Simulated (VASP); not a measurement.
VASP input:

File POSCAR:
```
CdSe
1
    2.1794704326    -3.7749532767     0.0000000000
    2.1794704326     3.7749532767    -0.0000000000
   -0.0000000000     0.0000000000     7.1047940207
Cd Se
2 2
Direct
  0.6666670000   0.3333330000   0.5000512204
  0.3333330000   0.6666670000   0.0000512204
  0.6666670000   0.3333330000   0.8759487796
  0.3333330000   0.6666670000   0.3759487796
```

KPOINTS:
```
Automatic mesh
0
G
  5 5 3
```

**INCAR**
```
ENCUT = 520
SYSTEM = CdSe
IBRION = 2   # conjugate gradients
LMAXMIX = 4   # l cut-off of mixed one-centre charges
PARAM2 = 0.7114
ISMEAR = 0   # Gaussian
AGGAC = 0.0
ZAB_VDW = -1.8867
EDIFFG = -0.02   # ionic stop
PARAM1 = 0.1234568
ISIF = 3   # ions, shape and volume
PREC = Accurate
NELM = 100   # most electronic steps
LASPH = .TRUE.   # aspherical one-centre terms
GGA = MK
ALGO = Normal
SIGMA = 0.05
LUSE_VDW = .TRUE.
LCHARG = .FALSE.
EDIFF = 1E-6
LWAVE = .FALSE.
NSW = 60   # most ionic steps
LREAL = .FALSE.
```

POTCAR, in this order: Cd Se (PBE.64 set). Program: vasp_std.

Question: Write an equivalent input for Quantum ESPRESSO's pw.x.

Answer: One equivalent input (not run):
```
&CONTROL
  calculation = 'vc-relax'
  pseudo_dir = './pseudo'
  outdir = './out'
  tprnfor = .true.
  tstress = .true.
  nstep = 60
  forc_conv_thr = 0.00078
/
&SYSTEM
  ibrav = 0
  nat = 4
  ntyp = 2
  ecutwfc = 102
  occupations = 'smearing'
  smearing = 'gaussian'
  degauss = 0.003675
  input_dft = 'vdw-df2-b86r'
/
&ELECTRONS
  conv_thr = 7.3e-08
  electron_maxstep = 100
/
&IONS
/
&CELL
/
ATOMIC_SPECIES
  Cd 112.414 Cd.upf
  Se 78.971 Se.upf
CELL_PARAMETERS angstrom
     2.1794704   -3.7749533    0.0000000
     2.1794704    3.7749533   -0.0000000
    -0.0000000    0.0000000    7.1047940
ATOMIC_POSITIONS crystal
  Cd   0.6666670  0.3333330  0.5000512
  Cd   0.3333330  0.6666670  0.0000512
  Se   0.6666670  0.3333330  0.8759488
  Se   0.3333330  0.6666670  0.3759488
K_POINTS automatic
  5 5 3 0 0 0
```
The two are equivalent in intent, not identical: the potentials are each code's own (VASP's PAW set, PseudoDojo norm-conserving files in pw.x), so ENCUT and ecutwfc are chosen apart and not converted; conv_thr bounds pw.x's estimated SCF error, while EDIFF bounds the energy change between steps; forc_conv_thr acts on force components and is met together with etot_conv_thr.

The compound is CdSe in the wurtzite structure. It was relaxed first. The start is the result of an earlier pass.
